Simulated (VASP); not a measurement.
Write the native input for VASP 6.6.1 that does the following.

| Item | Value |
| --- | --- |
| Task | relaxation of cell and atoms |
| Functional | PBE |
| Potentials or basis | VASP PAW PBE potentials, release 64 (Ca_sv, In_d, Sn_d) |
| Cutoff | 600 eV |
| k mesh | 7 × 7 × 7 |
| Occupations | fermi-dirac, width 0.1 eV |
| Spin | no spin polarisation |
| Dipole correction | no |
| Further INCAR settings | ALGO = Normal; EDIFF = 1e-07; IBRION = 2; EDIFFG = -0.03; NSW = 60; ISIF = 3 |

The structure of Ca3InSn lies in POSCAR:

```
Ca3InSn
1.0
    5.1636800000      0.0000000000      0.0000000000
    0.0000000000      5.1636800000      0.0000000000
    0.0000000000      0.0000000000      5.1636800000
Ca In Sn
3 1 1
Direct
    0.5000000000      0.5000000000      0.0000000000
    0.0000000000      0.5000000000      0.5000000000
    0.5000000000      0.0000000000      0.5000000000
    0.5000000000      0.5000000000      0.5000000000
    0.0000000000      0.0000000000      0.0000000000
```

The cell was built by a generator and needn't be a form met in nature.

These files were run (other wordings do the same):

INCAR

```
  PREC = Accurate
  ENCUT = 600
  EDIFF = 1E-7
  ISMEAR = -1
  SIGMA = 0.1
  LREAL = F
  LASPH = T
  NELM = 80
  ALGO = Normal
  ISIF = 3
  LWAVE = F
  LCHARG = F
  GGA = PE
  IBRION = 2
  NSW = 60
  EDIFFG = -0.03
```

KPOINTS

```
Automatic mesh
0
Gamma
  7 7 7
```

Potentials or basis: VASP PAW PBE potentials, release 64 (Ca_sv, In_d, Sn_d).

Command:

```console
$ cat potpaw_PBE.64/Ca_sv/POTCAR potpaw_PBE.64/In_d/POTCAR potpaw_PBE.64/Sn_d/POTCAR > POTCAR
$ mpirun -np 1 vasp_std > vasp.out
```

It gave:

```json
{
  "Relaxed volume": "40.43 Å³/atom",
  "Relaxed cell": "a = 5.869 Å, b = 5.869 Å, c = 5.869 Å, α = 90.00°, β = 90.00°, γ = 90.00°",
  "Space group after relaxing (to 0.05 Å)": "Pm-3m (No. 221)",
  "Energy gained by relaxing": "511.8 meV/atom",
  "Ionic steps": "3",
  "Pressure after relaxing": "0.1 GPa",
  "Band gap on the k mesh": "none (metal or under the smearing width)"
}
```

Caveat: the volume moved by over 15 % at a fixed basis, so the end points are rough.

Run time: 4.8 min on 1 thread of Intel(R) Xeon(R) Platinum 8559C (Emerald Rapids), with other jobs on the host, peak memory 0.34 GiB.
